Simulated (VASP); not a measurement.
These are PBEsol GGA, VASP's PBE PAW potentials (set 64) (plane waves; VASP 6.6.1) values and carry that method's errors.

VASP ran on this input.

File KPOINTS:
```
Automatic mesh
0
Gamma
5 5 5
0 0 0
```

### INCAR
```
ALGO=Normal
EDIFF=1E-6
ENCUT=300
GGA=PS
ISIF=2
ISMEAR=-1
LASPH=.TRUE.
LCHARG=.FALSE.
LMAXMIX=4
LREAL=.FALSE.
LWAVE=.FALSE.
NELM=100
PREC=Accurate
SIGMA=0.02
SYSTEM=ZnSe
```

### POSCAR
```
ZnSe
1
    0.0000000000     2.8350000000     2.8350000000
    2.8350000000     0.0000000000     2.8350000000
    2.8350000000     2.8350000000     0.0000000000
Zn Se
1 1
Direct
  0.0000000000   0.0000000000   0.0000000000
  0.2500000000   0.2500000000   0.2500000000
```

POTCAR, in this order: Zn Se (PBE.64 set). Program: vasp_std.

Q: What does the run give for the energy per atom (σ→0), band gap (on the k-mesh)?

A: 
- energy per atom (σ→0) = -3.374 eV/atom
- band gap (on the k-mesh) = 1.16 eV

OSZICAR:
```
...
DAV:   6    -0.676886400948E+01    0.28626E+00   -0.77721E-01   326   0.308E+01    0.373E+00
DAV:   7    -0.675060323197E+01    0.18261E-01   -0.20964E-01   280   0.435E+00    0.160E+00
DAV:   8    -0.674848899829E+01    0.21142E-02   -0.36975E-03   290   0.614E-01    0.456E-01
DAV:   9    -0.674826498326E+01    0.22402E-03   -0.78645E-04   308   0.397E-01    0.675E-02
DAV:  10    -0.674831109981E+01   -0.46117E-04   -0.17076E-04   303   0.179E-01    0.183E-02
DAV:  11    -0.674831548097E+01   -0.43812E-05   -0.23988E-05   298   0.735E-02    0.521E-03
DAV:  12    -0.674831563961E+01   -0.15864E-06   -0.62087E-06   295   0.173E-02
   1 F= -.67483156E+01 E0= -.67483156E+01  d E =-.380629E-11
```

The structure is a typed ZnSe crystal. The cell was not relaxed at this level. The run is one of a series of settings (GGA = PS, POTCAR Zn Se (PBE.64 set) against the base run), some of them coarse on purpose.
